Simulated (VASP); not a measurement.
Level of theory: PBE GGA, VASP's PBE PAW potentials (set 64) (plane waves; VASP).

VASP ran on this input.

**INCAR**
```
! general
SYSTEM =CdSe
PREC   =Accurate
ENCUT  =300
LREAL  =.FALSE.
LASPH  =.TRUE.

! electronic loop
EDIFF  =1E-6
NELM   =100
ALGO   =Normal
LMAXMIX=4

! smearing
ISMEAR =-1
SIGMA  =0.01

! functional
GGA    =PE

! ions
ISIF   =2

! output
LWAVE  =.FALSE.
LCHARG =.FALSE.
```

**POSCAR**
```
CdSe
1
    4.2417060000     0.0000000000     0.0000000000
   -2.1208530000     3.6734240000     0.0000000000
    0.0000000000     0.0000000000     6.9195570000
Cd Se
2 2
Direct
  0.6666670000   0.3333330000   0.4999500000
  0.3333330000   0.6666670000   0.9999500000
  0.6666670000   0.3333330000   0.8759100000
  0.3333330000   0.6666670000   0.3759100000
```

File KPOINTS:
```
Automatic mesh
0
Gamma
5 5 3
0 0 0
```

POTCAR, in this order: Cd Se (PBE.64 set). Program: vasp_std.

Output

File OUTCAR:
```
 ion  position               nearest neighbor table
   1  0.667  0.333  0.500-   4 2.59   4 2.60   4 2.60   3 2.60
   2  0.333  0.667  1.000-   3 2.59   3 2.60   3 2.60   4 2.60
   3  0.667  0.333  0.876-   2 2.59   2 2.60   2 2.60   1 2.60
   4  0.333  0.667  0.376-   1 2.59   1 2.60   1 2.60   2 2.60
  LATTYP: Found a hexagonal cell.
 ALAT       =     4.2417060000
 C/A-ratio  =     1.6313146173
 Subroutine PRICEL returns:
 Original cell was already a primitive cell.
 Subroutine GETGRP returns: Found 12 space group operations
The static configuration has the point symmetry C_3v.
 The point group associated with its full space group is C_6v.
The dynamic configuration has the point symmetry C_3v.
 Subroutine INISYM returns: Found 12 space group operations
 Subroutine IBZKPT returns following result:
 Found     10 irreducible k-points:

 Following reciprocal coordinates:
            Coordinates               Weight
  0.000000  0.000000  0.000000      1.000000
  0.200000  0.000000  0.000000      6.000000
  0.400000  0.000000  0.000000      6.000000
  0.200000  0.200000  0.000000      6.000000
  0.400000  0.200000  0.000000      6.000000
  0.000000  0.000000  0.333333      2.000000
  0.200000  0.000000  0.333333     12.000000
  0.400000  0.000000  0.333333     12.000000
  0.200000  0.200000  0.333333     12.000000
  0.400000  0.200000  0.333333     12.000000
   k-points           NKPTS =     10   k-points in BZ     NKDIM =     10   number of bands    NBANDS=     22
   number of dos      NEDOS =    301   number of ions     NIONS =      4
   total plane-waves  NPLWV =  23040
   dimension x,y,z NGX =    24 NGY =   24 NGZ =   40
   dimension x,y,z NGXF=    48 NGYF=   48 NGZF=   80
   ions per type =               2   2
   PREC   = accura    normal or accurate (medium, high low for compatibility)
   ISTART =      0    job   : 0-new  1-cont  2-samecut
   ICHARG =      2    charge: 1-file 2-atom 10-const
   ISPIN  =      1    spin polarized calculation?
...
```

OSZICAR:
```
       N       E                     dE             d eps       ncg     rms          rms(c)
DAV:   1     0.167900915043E+03    0.16790E+03   -0.13042E+04   448   0.948E+02
DAV:   2    -0.432891421495E+01   -0.17223E+03   -0.16940E+03   506   0.281E+02
DAV:   3    -0.114733253092E+02   -0.71444E+01   -0.71278E+01   512   0.582E+01
DAV:   4    -0.115223537177E+02   -0.49028E-01   -0.49011E-01   512   0.458E+00
DAV:   5    -0.115228047674E+02   -0.45105E-03   -0.45103E-03   530   0.397E-01    0.104E+01
DAV:   6    -0.108142607143E+02    0.70854E+00   -0.15487E+00   510   0.125E+01    0.785E+00
DAV:   7    -0.107783247664E+02    0.35936E-01   -0.72582E-01   500   0.467E+00    0.238E+00
DAV:   8    -0.107704059643E+02    0.79188E-02   -0.99099E-02   446   0.326E+00    0.430E-01
DAV:   9    -0.107705049757E+02   -0.99011E-04   -0.11913E-02   518   0.134E+00    0.154E-01
DAV:  10    -0.107705542791E+02   -0.49303E-04   -0.12485E-03   494   0.438E-01    0.766E-02
DAV:  11    -0.107706326680E+02   -0.78389E-04   -0.17130E-04   512   0.865E-02    0.170E-02
DAV:  12    -0.107706435821E+02   -0.10914E-04   -0.38225E-05   494   0.604E-02    0.115E-02
DAV:  13    -0.107706444554E+02   -0.87328E-06   -0.12572E-05   494   0.385E-02    0.203E-03
DAV:  14    -0.107706446170E+02   -0.16153E-06   -0.72311E-07   352   0.622E-03
   1 F= -.10770645E+02 E0= -.10770645E+02  d E =-.680873E-12
```

### OUTCAR
```
------------------------ aborting loop because EDIFF is reached ----------------------------------------
  FORCE on cell =-STRESS in cart. coord.  units (eV):
  Direction    XX          YY          ZZ          XY          YZ          ZX
  --------------------------------------------------------------------------------------
  Total        4.0110482      4.0110456      3.9703895      0.0000000      0.0000000      0.0000000
  in kB       59.6044309     59.6043935     59.0002403      0.0000000      0.0000000      0.0000000
  external PRESSURE =      59.4030216 kB  Pullay stress =       0.0000000 kB
  volume of cell :      107.82
      direct lattice vectors                 reciprocal lattice vectors
     4.241706000  0.000000000  0.000000000     0.235754199  0.136112793  0.000000000
    -2.120853000  3.673424000  0.000000000     0.000000000  0.272225586  0.000000000
     0.000000000  0.000000000  6.919557000     0.000000000  0.000000000  0.144517922
  FREE ENERGIE OF THE ION-ELECTRON SYSTEM (eV)
  ---------------------------------------------------
  free  energy   TOTEN  =       -10.7706446170 eV

  energy  without entropy=      -10.7706446170  energy(sigma->0) =      -10.77064462
```
(Selected blocks of OUTCAR.)

OUTCAR:
```
 val. band max:        1.3053661014   @ k =   0.0000   0.0000   0.0000

 cond. band min:       2.0579576183   @ k =   0.0000   0.0000   0.0000


 Fermi energy:         1.5422359070

 k-point     1 :       0.0000    0.0000    0.0000
  band No.  band energies     occupation
      1     -11.5495      2.00000
      2     -11.1309      2.00000
      3      -6.7639      2.00000
      4      -6.7575      2.00000
      5      -6.7575      2.00000
      6      -6.6812      2.00000
      7      -6.6812      2.00000
      8      -6.3824      2.00000
      9      -6.3824      2.00000
     10      -6.3105      2.00000
     11      -6.3105      2.00000
     12      -6.0112      2.00000
     13      -3.3445      2.00000
     14       0.4762      2.00000
     15       0.4762      2.00000
     16       1.2511      2.00000
     17       1.3053      2.00000
     18       1.3054      2.00000
     19       2.0580      0.00000
     20       3.5390      0.00000
     21       7.1510      0.00000
     22       7.1511      0.00000

 k-point     2 :       0.2000    0.0000    0.0000
  band No.  band energies     occupation
      1     -11.4220      2.00000
      2     -11.0753      2.00000
      3      -6.7248      2.00000
      4      -6.7136      2.00000
      5      -6.6629      2.00000
      6      -6.6174      2.00000
      7      -6.6169      2.00000
      8      -6.4062      2.00000
      9      -6.3790      2.00000
     10      -6.3476      2.00000
     11      -6.3015      2.00000
     12      -5.9356      2.00000
     13      -3.1009      2.00000
     14      -0.9398      2.00000
     15      -0.4636      2.00000
     16       0.0081      2.00000
     17       0.9235      2.00000
     18       1.0134      2.00000
     19       3.6583      0.00000
     20       4.7027      0.00000
     21       6.4754      0.00000
     22       7.4137      0.00000

 k-point     3 :       0.4000    0.0000    0.0000
  band No.  band energies     occupation
      1     -11.1878      2.00000
...
```

At this cut-off the stress carries a Pulay error, which pulls relaxed volumes low.

The structure comes from a computed database's CdSe entry; how it stands against other phases isn't given here. The cell was not relaxed at this level, and its volume differs by -5.9 % from the start's.
